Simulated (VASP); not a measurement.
An input for Ansatz (written as the equivalent of a VASP run, and not itself run):

Ansatz 0.2 input:
```yaml
crystal:
  lattice:
    - [0.0000000, 2.9610162, 2.9610162]
    - [2.9610162, 0.0000000, 2.9610162]
    - [2.9610162, 2.9610162, 0.0000000]
  atoms:
    - { symbol: Pb, position: [0.0000000, 0.0000000, 0.0000000] }
    - { symbol: Te, position: [0.5000000, 0.5000000, 0.5000000] }
kpoints:
  mp_grid: { grid: [8, 8, 8] }
hamiltonian:
  xc: pbesol
  pseudopotentials: { kind: paw }
scf:
  occupations: { method: gaussian, width: 0.05 }
  max_iter: 100
relax:
  max_steps: 40
  f_tol: 0.02
  cell: { p_target: 30 }
output: { forces: true, stress: true, eigenvalues: true }
```

Problem. Write the VASP files for the same calculation (PBEsol).

Solution. This is not unique; one that fits is 
**INCAR**
```
SYSTEM = PbTe
LWAVE = F
LCHARG = F
GGA = PS
ALGO = Normal   ! blocked Davidson
LMAXMIX = 4   ! l cut-off of mixed one-centre charges
ENCUT = 500   ! plane-wave cut-off (eV)
NELM = 100   ! most electronic steps
LREAL = F   ! projection in real space or not
PSTRESS = 300   ! kbar
EDIFF = 1E-6   ! SCF stop (eV)
ISMEAR = 0   ! Gaussian
EDIFFG = -0.02
ISIF = 3   ! ions, shape and volume
PREC = Accurate
IBRION = 2   ! conjugate gradients
SIGMA = 0.05
NSW = 40   ! most ionic steps
LASPH = T   ! aspherical one-centre terms
```

### KPOINTS
```
Automatic
0
gamma
  8 8 8
0 0 0
```

File POSCAR:
```
PbTe
1
   -0.0000000000     2.9610161819     2.9610161819
    2.9610161819    -0.0000000000     2.9610161819
    2.9610161819     2.9610161819     0.0000000000
Pb Te
1 1
Direct
  0.0000000000   0.0000000000   0.0000000000
  0.5000000000   0.5000000000   0.5000000000
```

POTCAR, in this order: Pb_d Te (PBE.64 set). Program: vasp_std.

What does not carry over: each code has its own PAW files, so the cut-off isn't converted (ENCUT is set for VASP's; basis.ecutwfc is left out, and Ansatz then takes the one that its files recommend); Ansatz stops its SCF on the density residual and VASP on the energy change (EDIFF).

The structure was generated: PbTe was put into the rock salt type (Fm-3m), which need not be its known phase. This run relaxes it under an external pressure of 30 GPa. Symmetry was kept, so distortions that lower it aren't found.
